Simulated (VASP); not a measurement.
Given:

```
CELL_PARAMETERS angstrom
      0.00000     2.81629     2.81629
      2.81629     0.00000     2.81629
      2.81629     2.81629     0.00000
ATOMIC_POSITIONS crystal
  Ca 0.00000 0.00000 0.00000
```

Calculation: PBEsol GGA, VASP's PBE PAW potentials (set 64) (plane waves; VASP 6.6.1). Run with 300 eV cut-off, 8×8×8 Γ-centred mesh shifted by (0.5, 0.5, 0.5), Fermi-Dirac smearing of 0.14 eV, potentials Ca_sv.

At this cut-off the stress carries a Pulay error, which pulls relaxed volumes low.

Question: Estimate the energy per atom (σ→0), pressure, band gap (on the k-mesh) with the smallest direct gap where there is one.

Answer: 
```
Item                                                         Value
------------------------  ----------------------------------------
band gap (on the k-mesh)  none (metal, semimetal or under 0.01 eV)
energy per atom (σ→0)                               -2.123 eV/atom
pressure                                                 -1.58 GPa
```

Total energies compare only between runs with the same potentials, cut-off and functional.

The structure comes from a computed database's Ca entry; how it stands against other phases isn't given here. The cell was not relaxed at this level.
